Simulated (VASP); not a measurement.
Method: PBE GGA, VASP's PBE PAW potentials (set 64) (plane waves; VASP 6.6.1).

Input for VASP

### POSCAR
```
In
1
   -1.6749486440     1.6749486440     2.5840897903
    1.6749486440    -1.6749486440     2.5840897903
    1.6749486440     1.6749486440    -2.5840897903
In
1
Direct
  0.0000000000   0.0000000000   0.0000000000
```

KPOINTS:
```
Automatic mesh
0
Gamma
16 16 16
0 0 0
```

INCAR:
```
LWAVE=F
GGA=PE
EDIFF=1E-7   ! SCF stop (eV)
IBRION=2
LMAXMIX=4
SIGMA=0.1   ! width (eV)
NELM=100
EDIFFG=-0.01   ! ionic stop
NSW=30
ENCUT=520   ! plane-wave cut-off (eV)
ISMEAR=1   ! Methfessel-Paxton
LREAL=F
ALGO=Normal
PREC=Accurate
LASPH=T
SYSTEM=In
LCHARG=F
ISIF=4   ! ions and shape, fixed volume
```

POTCAR, in this order: In_d (PBE.64 set). Program: vasp_std.

Unless said otherwise, spin-orbit coupling is left out, though it shifts the bands of the heavy elements here.

Problem. What does the run give for the energy per atom (σ→0), band gap (on the k-mesh)?

Solution. 
```
Property                                                    Result
------------------------  ----------------------------------------
energy per atom (σ→0)                               -2.552 eV/atom
band gap (on the k-mesh)  none (metal, semimetal or under 0.01 eV)
```

**OSZICAR**
```
...
DAV:   1    -0.255938168259E+01   -0.73704E-02   -0.26729E-01  7928   0.565E+00    0.455E-01
DAV:   2    -0.255499979561E+01    0.43819E-02   -0.62996E-03  9896   0.152E+00    0.301E-01
DAV:   3    -0.255224749762E+01    0.27523E-02   -0.32637E-03  8766   0.169E+00    0.747E-02
DAV:   4    -0.255227951957E+01   -0.32022E-04   -0.39616E-04  7648   0.231E-01    0.842E-02
DAV:   5    -0.255227888207E+01    0.63750E-06   -0.14031E-05 10184   0.513E-02    0.375E-02
DAV:   6    -0.255227830287E+01    0.57921E-06   -0.12125E-06  7544   0.220E-02    0.118E-02
DAV:   7    -0.255227828382E+01    0.19051E-07   -0.86341E-08  4074   0.593E-03
   3 F= -.25522783E+01 E0= -.25522640E+01  d E =-.450251E-03
```

The compound is In in the bct structure. This cell is one point of a volume scan, at 1.06 of the reference volume. Symmetry was kept, so distortions that lower it aren't found.
